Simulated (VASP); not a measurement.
Consider the following.

```
Li2S
1.0
    0.00000     2.87497     2.80015
    2.83864     0.00000     2.80015
    2.83864     2.87497     0.00000
Li S
2 1
Direct
  0.25000   0.25000   0.25000
  0.75000   0.75000   0.75000
  0.98476   0.01524   0.01524
```

Method: PBE GGA, VASP's PBE PAW potentials (set 64) (plane waves; VASP). Settings: 800 eV cut-off, 6×6×6 Γ-centred mesh, Gaussian smearing of 0.050 eV, potentials Li_sv S_h.

Problem. Which forces act on the atoms, in eV/Å?

Solution. 
| atom | Fx | Fy | Fz |
|---|---|---|---|
| Li1 | 0.166 | 0.000 | 0.000 |
| Li2 | 0.166 | 0.000 | 0.000 |
| S3 | -0.332 | 0.000 | 0.000 |

Problem. Give the stress tensor in GPa (positive for a compressed cell).

Solution. 
```
 0.62   0.00   0.00
 0.00  -0.10   0.00
 0.00   0.00   1.63
```
The pressure is its mean diagonal, 0.71 GPa.

The compound is Li2S in the antifluorite structure. The cell was not relaxed at this level, atoms are displaced from their ideal sites. The run is one of a series of settings (ENCUT = 800, POTCAR Li_sv S_h (PBE.64 set) against the base run), some of them coarse on purpose.
